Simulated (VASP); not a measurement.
Computed with PBEsol GGA, VASP's PBE PAW potentials (set 64) (plane waves; VASP 6.6.1).

Input for VASP

POSCAR:
```
PtS2
3.5658270
  0.4999999517  -0.8660253404   0.0000000000
  0.4999999517   0.8660253404   0.0000000000
  0.0000000000   0.0000000000   1.3526337258
Pt S
1 2
Cartesian
  0.4999999517  -0.8660253404   0.0000000000
  0.4999999517   0.3097086797   0.3359631929
  0.4999999517  -0.2886756908   1.0166705329
```

File KPOINTS:
```
K-points
0
Gamma
  8 8 4
```

### INCAR
```
SYSTEM  =  PtS2
PREC  =  Accurate; ENCUT  =  480; LREAL  =  F
LASPH  =  T
EDIFF  =  1E-7; NELM  =  100; ALGO  =  Normal
LMAXMIX  =  6
ISMEAR  =  0; SIGMA  =  0.05
GGA  =  PS
ISIF  =  2
LWAVE  =  F; LCHARG  =  F
```

POTCAR, in this order: Pt S (PBE.64 set). Program: vasp_std.

The run wrote:

### OSZICAR
```
       N       E                     dE             d eps       ncg     rms          rms(c)
DAV:   1     0.111141944565E+03    0.11114E+03   -0.10132E+04  2388   0.123E+03
DAV:   2    -0.133268084780E+02   -0.12447E+03   -0.12207E+03  2956   0.243E+02
DAV:   3    -0.182597998646E+02   -0.49330E+01   -0.48781E+01  2978   0.521E+01
DAV:   4    -0.183127198891E+02   -0.52920E-01   -0.52901E-01  2991   0.592E+00
DAV:   5    -0.183135761745E+02   -0.85629E-03   -0.85626E-03  3068   0.729E-01    0.191E+01
DAV:   6    -0.172328669041E+02    0.10807E+01   -0.77870E+00  2375   0.288E+01    0.123E+01
DAV:   7    -0.170021266269E+02    0.23074E+00   -0.13510E+00  2382   0.129E+01    0.570E+00
DAV:   8    -0.169749064320E+02    0.27220E-01   -0.90408E-02  2704   0.224E+00    0.132E+00
DAV:   9    -0.169695503663E+02    0.53561E-02   -0.13140E-02  2795   0.128E+00    0.268E-01
DAV:  10    -0.169696327384E+02   -0.82372E-04   -0.18809E-03  2851   0.320E-01    0.795E-02
DAV:  11    -0.169696463130E+02   -0.13575E-04   -0.46109E-05  3117   0.610E-02    0.455E-02
DAV:  12    -0.169696461699E+02    0.14310E-06   -0.55234E-06  2893   0.237E-02    0.146E-02
DAV:  13    -0.169696465454E+02   -0.37549E-06   -0.16443E-06  2879   0.103E-02    0.395E-03
DAV:  14    -0.169696465836E+02   -0.38249E-07   -0.57063E-08  1975   0.211E-03
   1 F= -.16969647E+02 E0= -.16969647E+02  d E =-.154271E-08
```

File OUTCAR:
```
------------------------ aborting loop because EDIFF is reached ----------------------------------------
  FORCE on cell =-STRESS in cart. coord.  units (eV):
  Direction    XX          YY          ZZ          XY          YZ          ZX
  --------------------------------------------------------------------------------------
  Total       -0.3580400      0.5564236      0.0513585      0.0000000     -0.8907956      0.0000000
  in kB      -10.8006674     16.7851252      1.5492864      0.0000000    -26.8718196      0.0000000
  external PRESSURE =       2.5112481 kB  Pullay stress =       0.0000000 kB
  volume of cell :       53.11
      direct lattice vectors                 reciprocal lattice vectors
     1.782913328 -3.088096541  0.000000000     0.280439880 -0.161912037  0.000000000
     1.782913328  3.088096541  0.000000000     0.280439880  0.161912037  0.000000000
     0.000000000  0.000000000  4.823257861     0.000000000  0.000000000  0.207328745
 POSITION                                       TOTAL-FORCE (eV/Angst)
 -----------------------------------------------------------------------------------
      0.00000      0.00000      0.00000         0.000000      0.678712     -0.056658
      1.78291      1.10437      1.19799         0.000000     -0.762933      0.066517
      1.78291     -1.02937      3.62527         0.000000      0.084221     -0.009859
 -----------------------------------------------------------------------------------
    total drift:                                0.000000     -0.000008      0.000112
  FREE ENERGIE OF THE ION-ELECTRON SYSTEM (eV)
  ---------------------------------------------------
  free  energy   TOTEN  =       -16.9696465836 eV

  energy  without entropy=      -16.9696465821  energy(sigma->0) =      -16.96964658
```
(Selected blocks of OUTCAR.)

Without a dispersion term in the relaxation, distances and binding between the weakly bound layers, chains or molecules are unreliable, and so is what depends on them.

The compound is PtS2 in the 1T layered structure. This cell was strained or had an atom moved on purpose.
